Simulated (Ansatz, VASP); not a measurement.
**Ru4N (N/Ru(0001)): VASP beside Ansatz**

One calculation is typed for both programs; each brings its own data sets. How far apart do they land? Of the first pair: The structure shown is the start of the Ansatz relaxation below; VASP solves that cell, so the two are compared at the walk's first step.

Calculated with Ansatz 0.2.0; plane waves, with VASP 6.6.1 beside it; PBE.

### 1. Set-up

The cell holds 5 atoms: 4 Ru and 1 N. Cell: a = 2.700 Å, b = 2.700 Å, c = 25.983 Å, α = 90.0°, β = 90.0°, γ = 60.0°. Vacuum lies along c.

### 2. Ansatz: relaxation, PBE

Ansatz runs on its default PAW (the set named soft_2) files.

The two programs are compared at the cell with which this relaxation starts, whose forces are those of its first step.

Input file input.yaml:

```yaml
crystal:
  lattice:
    - [2.7, 0.0, 0.0]
    - [1.35, 2.3382685902, 0.0]
    - [0.0, 0.0, 25.9830787764]
  atoms:
    - { symbol: Ru, position: [0.6666666667, 0.6666666667, 0.3463792754] }
    - { symbol: Ru, position: [0.0, 0.0, 0.4286789913] }
    - { symbol: Ru, position: [0.6666666667, 0.6666666667, 0.511724914] }
    - { symbol: Ru, position: [0.0, 0.0, 0.5919740069] }
    - { symbol: "N", position: [0.3333333333, 0.3333333333, 0.6536207246] }
kpoints:
  mp_grid: { grid: [12, 12, 1] }
hamiltonian:
  xc: pbe
scf:
  occupations: { method: fermi_dirac, width: 0.1 }
  convergence: { dr2_threshold: 1.0e-08 }
efield:
  axis: 3
  dipole_correction: true
  ramp_position: 0.97
  ramp_width: 0.06
relax:
  f_tol: 0.02
  max_steps: 60
  constraints: [{ sites: [0, 1] }]
output:
  write_potential: true
  write_density: true
  volumetric_format: npy
```

The run is started by

```console
ansatz run input.yaml --threads 4 --pin off --max-ram 6144MiB --backend cpu --events-out ev --progress --plain --runs-dir out
```

Numbers of over 12 decimals in the logs are rounded to 6 here.

The log of the run:

```text
Engine: ansatz 0.2.0, aarch64-unknown-linux-gnu
Pseudopotentials: kind: paw
Pseudopotential: Ru, paw, valence charge 16, recommended cutoff 420 eV (normal), Ru.paw.azcp
Pseudopotential: N, paw, valence charge 5, recommended cutoff 420 eV (normal), N.paw.azcp
Functional definition: PBE
  parameter kappa = 0.804
  parameter beta = 0.066725
  exchange = pbe_x(kappa = kappa, mu = beta*pi^2/3)
  correlation = pbe_c(beta = beta)
Crystal: 5 atoms, lattice volume = 164.040 Å³
Basis set: ecut = 420 eV, 3225 PW (Γ), exchange–correlation on 40×40×360 points (8 copies of the dense FFT grid, shifted against one another)
Bands: 42, of which v1, the nominal top of the filled ones, is band 35 counted from 1 (34 counted from 0)
Symmetry: 6 space group operations
Space group: P3m1 (ITA 156), of the structure as read, at distance tolerance 5.5e-5 Å
k-points: 19 of 144 (time reversal used)
Non-local potential: Ru, projectors of the file, l = 0: 3, l = 1: 2, l = 2: 2, l = 3: 1
Non-local potential: N, projectors of the file, l = 0: 2, l = 1: 2, l = 2: 1
PAW form: soft (Blöchl's): semilocal exchange-correlation on the pseudo side does not see the compensation charge
PAW one-centre angular grid: Ru, 590 points (default); XC on 64 Gauss nodes
PAW one-centre angular grid: N, 110 points (default); XC on 64 Gauss nodes
Initial density: superposition of atomic densities (neutral atoms: chi_scale 0, normalization atom), corrected by the library's trained network
Initial wavefunctions: pseudopotential atomic-orbital guess
Functional: x = pbe(κ = 0.804, μ = 0.219515), c = pbe(β = 0.066725)
SCF iter   1: F=—  HF=-23895.040174 eV  |F-HF|=—  |Δ(HF+E_count)|=         —  Δρ=1.80e-2  dr2=8.77e0  ethr=1.77e-3  p=-0.061 e·Å  D=-6.76e-2 V/Å  ΔV_dip=1.76 eV  dr2_dipole=3.52e0  V_vac-E_F(+/−)=6.61/4.85 eV  ⟨swp⟩=8.5  Hψ=3897  notcnv=0
efield: sawtooth ramp at fractional position 0.9700 (set: `efield.ramp_position`, or a place that a band, a saddle search or an elastic batch's reference lends), width 0.0600; the density the first Hamiltonian is built on has a dipole p = -0.061 e·Å; the dipole correction subtracts the counter field D = -6.76e-2 V/Å, which shifts the + side's vacuum level by +1.76 eV against the − side's; the planar-averaged density in the ramp window peaks in size at 8.2e-6 e/Å³
preconditioner: auto → LDOS  [metal: Δε(μ)=0.070 eV  Ē_g=5.289 eV  σ=0.100 eV  W_gap=0.17  n_scr=18 (ndim 8)  ℏωp=17.6 eV  f_vac=0.574  D(μ)=4.28/eV (n_scr^D=16)  β→1.0]
SCF iter   2: F=—  HF=-23894.917339 eV  |F-HF|=—  |Δ(HF+E_count)|=   1.23e-1  Δρ=5.28e-3  dr2=7.44e-2  ethr=1.77e-3  p=-0.088 e·Å  D=-9.70e-2 V/Å  ΔV_dip=2.52 eV  dr2_dipole=1.09e-2  V_vac-E_F(+/−)=7.46/4.94 eV  ⟨swp⟩=1.9  Hψ=989  notcnv=0
SCF iter   3: F=—  HF=-23894.920772 eV  |F-HF|=—  |Δ(HF+E_count)|=   3.43e-3  Δρ=2.41e-3  dr2=2.45e-2  ethr=1.08e-4  p=-0.085 e·Å  D=-9.42e-2 V/Å  ΔV_dip=2.45 eV  dr2_dipole=4.17e-3  V_vac-E_F(+/−)=7.43/4.99 eV  ⟨swp⟩=2.3  Hψ=1320  notcnv=0
SCF iter   4: F=—  HF=-23894.919291 eV  |F-HF|=—  |Δ(HF+E_count)|=   1.48e-3  Δρ=4.78e-4  dr2=1.74e-3  ethr=3.55e-5  p=-0.086 e·Å  D=-9.46e-2 V/Å  ΔV_dip=2.46 eV  dr2_dipole=4.36e-4  V_vac-E_F(+/−)=7.46/5.00 eV  ⟨swp⟩=1.8  Hψ=1006  notcnv=0
SCF iter   5: F=—  HF=-23894.919290 eV  |F-HF|=—  |Δ(HF+E_count)|=   1.44e-6  Δρ=1.20e-4  dr2=9.41e-5  ethr=2.53e-6  p=-0.086 e·Å  D=-9.47e-2 V/Å  ΔV_dip=2.46 eV  dr2_dipole=1.61e-5  V_vac-E_F(+/−)=7.47/5.00 eV  ⟨swp⟩=2.3  Hψ=1179  notcnv=0
SCF iter   6: F=—  HF=-23894.919299 eV  |F-HF|=—  |Δ(HF+E_count)|=   9.13e-6  Δρ=3.71e-5  dr2=6.13e-6  ethr=1.36e-7  p=-0.086 e·Å  D=-9.46e-2 V/Å  ΔV_dip=2.46 eV  dr2_dipole=8.09e-11  V_vac-E_F(+/−)=7.47/5.01 eV  ⟨swp⟩=2.4  Hψ=1290  notcnv=0
SCF iter   7: F=—  HF=-23894.919304 eV  |F-HF|=—  |Δ(HF+E_count)|=   5.12e-6  Δρ=1.40e-5  dr2=1.29e-6  ethr=8.88e-9  p=-0.086 e·Å  D=-9.45e-2 V/Å  ΔV_dip=2.45 eV  dr2_dipole=2.73e-8  V_vac-E_F(+/−)=7.47/5.01 eV  ⟨swp⟩=2.8  Hψ=1452  notcnv=0
SCF iter   8: F=—  HF=-23894.919304 eV  |F-HF|=—  |Δ(HF+E_count)|=   1.25e-8  Δρ=6.23e-6  dr2=1.86e-7  ethr=1.87e-9  p=-0.086 e·Å  D=-9.44e-2 V/Å  ΔV_dip=2.45 eV  dr2_dipole=8.23e-8  V_vac-E_F(+/−)=7.47/5.02 eV  ⟨swp⟩=2.4  Hψ=1222  notcnv=0
SCF iter   9: F=—  HF=-23894.919304 eV  |F-HF|=—  |Δ(HF+E_count)|=   2.94e-7  Δρ=2.94e-6  dr2=3.93e-8  ethr=2.69e-10  p=-0.086 e·Å  D=-9.43e-2 V/Å  ΔV_dip=2.45 eV  dr2_dipole=1.54e-9  V_vac-E_F(+/−)=7.47/5.02 eV  ⟨swp⟩=2.7  Hψ=1434  notcnv=0
SCF iter  10: F=-23894.919304 eV  HF=-23894.919304 eV  |F-HF|=3.37e-8  |Δ(HF+E_count)|=   6.85e-8  Δρ=9.99e-7  dr2=1.95e-9  ethr=1.45e-11  p=-0.086 e·Å  D=-9.43e-2 V/Å  ΔV_dip=2.45 eV  dr2_dipole=8.03e-10  V_vac-E_F(+/−)=7.47/5.02 eV  ⟨swp⟩=11.3  Hψ=6252  notcnv=0
SCF 1 converged in 10 iterations: F = -23894.919304 eV  dr2 = 1.95e-9
  greatest PAW one-centre occupation: 0.998 electrons in one spin orbital (limit 2), on the Ru atom at site 0 (counted from 0), in its partial waves of l = 0
[...]
SCF 4 converged in 7 iterations: F = -23896.178047 eV  dr2 = 5.52e-9
relax step   4: F+E_penalty+E_count = -23896.17804731 eV  Δ(F+E_penalty+E_count) = -1.462e-3 eV  max|allowed force component| = 3.678e-2 eV/Å  Δτ_max = 0.0135 Å  (7 SCF iters, accepted)
SCF iter   1: F=—  HF=-23896.178378 eV  |F-HF|=—  |Δ(HF+E_count)|=         —  Δρ=8.99e-4  dr2=1.45e-3  ethr=1.12e-4  p=-0.071 e·Å  D=-7.79e-2 V/Å  ΔV_dip=2.02 eV  dr2_dipole=3.72e-4  V_vac-E_F(+/−)=7.10/5.08 eV  ⟨swp⟩=2.0  Hψ=1345  notcnv=0
efield: sawtooth ramp at fractional position 0.9700 (set: `efield.ramp_position`, or a place that a band, a saddle search or an elastic batch's reference lends), width 0.0600; the density the first Hamiltonian is built on has a dipole p = -0.071 e·Å; the dipole correction subtracts the counter field D = -7.79e-2 V/Å, which shifts the + side's vacuum level by +2.02 eV against the − side's; the planar-averaged density in the ramp window peaks in size at 7.1e-7 e/Å³
preconditioner: auto → LDOS  [metal: Δε(μ)=0.221 eV  Ē_g=5.649 eV  σ=0.100 eV  W_gap=0.43  n_scr=18 (ndim 8)  ℏωp=17.6 eV  f_vac=0.579  D(μ)=4.11/eV (n_scr^D=16)  β→1.0]
SCF iter   2: F=—  HF=-23896.178326 eV  |F-HF|=—  |Δ(HF+E_count)|=   5.20e-5  Δρ=4.32e-4  dr2=1.15e-3  ethr=2.10e-6  p=-0.071 e·Å  D=-7.81e-2 V/Å  ΔV_dip=2.03 eV  dr2_dipole=3.74e-4  V_vac-E_F(+/−)=7.11/5.08 eV  ⟨swp⟩=2.9  Hψ=1385  notcnv=0
SCF iter   3: F=—  HF=-23896.178260 eV  |F-HF|=—  |Δ(HF+E_count)|=   6.52e-5  Δρ=7.69e-5  dr2=1.50e-5  ethr=1.66e-6  p=-0.071 e·Å  D=-7.81e-2 V/Å  ΔV_dip=2.03 eV  dr2_dipole=3.54e-6  V_vac-E_F(+/−)=7.11/5.08 eV  ⟨swp⟩=2.0  Hψ=1026  notcnv=0
SCF iter   4: F=—  HF=-23896.178254 eV  |F-HF|=—  |Δ(HF+E_count)|=   6.70e-6  Δρ=3.24e-5  dr2=7.07e-6  ethr=2.18e-8  p=-0.071 e·Å  D=-7.82e-2 V/Å  ΔV_dip=2.03 eV  dr2_dipole=1.68e-6  V_vac-E_F(+/−)=7.11/5.08 eV  ⟨swp⟩=3.0  Hψ=1526  notcnv=0
SCF iter   5: F=—  HF=-23896.178253 eV  |F-HF|=—  |Δ(HF+E_count)|=   6.62e-7  Δρ=9.11e-6  dr2=4.59e-7  ethr=1.02e-8  p=-0.071 e·Å  D=-7.83e-2 V/Å  ΔV_dip=2.03 eV  dr2_dipole=1.14e-7  V_vac-E_F(+/−)=7.11/5.08 eV  ⟨swp⟩=2.0  Hψ=1112  notcnv=0
SCF iter   6: F=—  HF=-23896.178253 eV  |F-HF|=—  |Δ(HF+E_count)|=   3.01e-7  Δρ=3.41e-6  dr2=5.53e-8  ethr=6.65e-10  p=-0.071 e·Å  D=-7.83e-2 V/Å  ΔV_dip=2.03 eV  dr2_dipole=4.43e-10  V_vac-E_F(+/−)=7.11/5.08 eV  ⟨swp⟩=2.5  Hψ=1345  notcnv=0
SCF iter   7: F=-23896.178254 eV  HF=-23896.178254 eV  |F-HF|=3.18e-8  |Δ(HF+E_count)|=   1.13e-7  Δρ=1.21e-6  dr2=4.88e-9  ethr=1.45e-11  p=-0.071 e·Å  D=-7.83e-2 V/Å  ΔV_dip=2.03 eV  dr2_dipole=1.04e-10  V_vac-E_F(+/−)=7.11/5.08 eV  ⟨swp⟩=11.6  Hψ=6451  notcnv=0
SCF 5 converged in 7 iterations: F = -23896.178254 eV  dr2 = 4.88e-9
relax step   5: F+E_penalty+E_count = -23896.17825355 eV  Δ(F+E_penalty+E_count) = -2.062e-4 eV  max|allowed force component| = 6.355e-3 eV/Å  Δτ_max = 0.0108 Å  (7 SCF iters, accepted)
NSCF: frozen V_eff on 19 k-points
the band table was solved once a step of the walk had ended and its energy, with any forces and stress, was formed, with the checks that follow a solve (3747 applications of the Hamiltonian). They found nothing against the state; the energy, forces and stress were not computed again (output.eigenvalues in the input reference)
WARN: The output density's exchange-correlation potential varies sharply where the density is thin. Do not read a vacuum level from v_tot or v_xc, or from such a field of the output density. On a cell that repeats whose density bears no net charge and no dipole along the vacuum's axis use v_es (v_loc + v_h of the components); under efield.dipole_correction with no amplitude use v_es + v_field, which holds any externa [...]
SCF converged after 7 iterations
Free energy (F): -23896.178254 eV
Harris-Foulkes:  -23896.178254 eV  (|F-HF|=3.18e-8)
Internal energy: -23896.039673 eV  (E = F + TS)
E sigma→0 (E₀):  -23896.108963 eV
Entropy (-TS):   -0.138580 eV (-27.716 meV/atom)
Fermi energy:    4.374901 eV
Dipole field:    D = -0.078263 V/Å  (p = -0.070949 e·Å, saw-weighted, corrected)
Work function:   Φ+ = 7.1133 eV   Φ− = 5.0798 eV
Levels:          The Fermi level and band energies are counted from a zero that moves with the ramp; work functions are not
--- Per-component energies (eV) ---
  E_band       = -1459.602845
  E_kinetic    = 2180.254992
  E_local      = -127397.032202  (includes V_loc(G=0)·N_el)
  E_nonlocal   = 1419.478156
  E_hartree    = 62136.799948
  E_xc         = -819.308968
  E_vxc        = -1029.198008  (∫ρ·V_xc dr)
  E_paw        = -13969.184389  (= ΣΔE_a)
  E_vpaw       = -904.534311  (= ΣTr[D̂ρ^β])
  E_aug_tail   = -0.000694  (compensation charges beyond the density's cutoff)
  E_efield     = 0.002776  (sawtooth field / dipole correction)
  E_vefield    = -2.179512  (∫n·V_field dr)
  E_ewald      = 52552.950707
  E_smearing   = -0.138580  (= −TS)
  E_closure    = -0.000000  (closes the sum)
  Σ components = -23896.178254   (vs F -23896.178254, Δ=0.00e0)
--- Forces (eV/Å), atoms counted from 1 ---
  atom   1  Ru     0.00000000     0.00000000     0.66057597
  atom   2  Ru    -0.00000000     0.00000000    -0.65558640
  atom   3  Ru    -0.00000000    -0.00000000    -0.00220602
  atom   4  Ru     0.00000000     0.00000000     0.00358129
  atom   5  N      0.00000000     0.00000000    -0.00635472
  max |Σ_I F_I| component: 1.01e-5 eV/Å
--- Band table (eV; the first three rows and the last of 19) ---
  k-point 0: bands = [... 31 lower, 2.8510, 3.1267, 3.1267, 3.7053, 3.7053, 4.3948, 4.8641, 4.8641, ... 3 higher]
  k-point 1: bands = [... 31 lower, 2.6329, 3.0493, 3.0626, 3.5845, 3.6677, 4.1738, 4.5199, 4.8399, ... 3 higher]
  k-point 2: bands = [... 31 lower, 2.7914, 2.8020, 3.1936, 3.2480, 3.6970, 4.0632, 4.4794, 4.7790, ... 3 higher]
  k-point 18: bands = [... 31 lower, 3.0629, 3.3416, 4.6718, 4.8160, 4.8635, 4.9598, 5.5161, 6.5195, ... 3 higher]
--- Relaxed structure (5 steps of the walk, 5 accepted, 0 SCFs on fresh bases) ---
  F+E_penalty+E_count = -23896.17825355 eV   max|allowed force component| = 6.355e-3 eV/Å
  atoms:
    - { symbol: Ru, position: [0.666667, 0.666667, 0.346379] }
    - { symbol: Ru, position: [-1.850371707762447e-17, -1.850371707762447e-17, 0.428679] }
    - { symbol: Ru, position: [0.666667, 0.666667, 0.509668] }
    - { symbol: Ru, position: [-1.145603512615333e-17, -1.850371707762446e-17, 0.601869] }
    - { symbol: N, position: [0.333333, 0.333333, 0.647990] }
```

Reading the cycles: dr2 is the Hartree energy of the density residual (eV), the measure of convergence; HF is the Harris–Foulkes estimate of the energy, which meets the free energy F at convergence.

(Continued in part 2 of 3.)

[Lines on the potential files, build, host, timing and source positions are cut from VASP's logs without a mark.]

[Logs are printed without paths, hosts, clocks, repeated set-up lines and the standing remarks that a program may print on its own settings, such as how far it seeks lower states.]

[Hosts, paths, dates, database ids (printed as entryN), source tags and the programs' standing remarks are cut or masked in the printed files.]
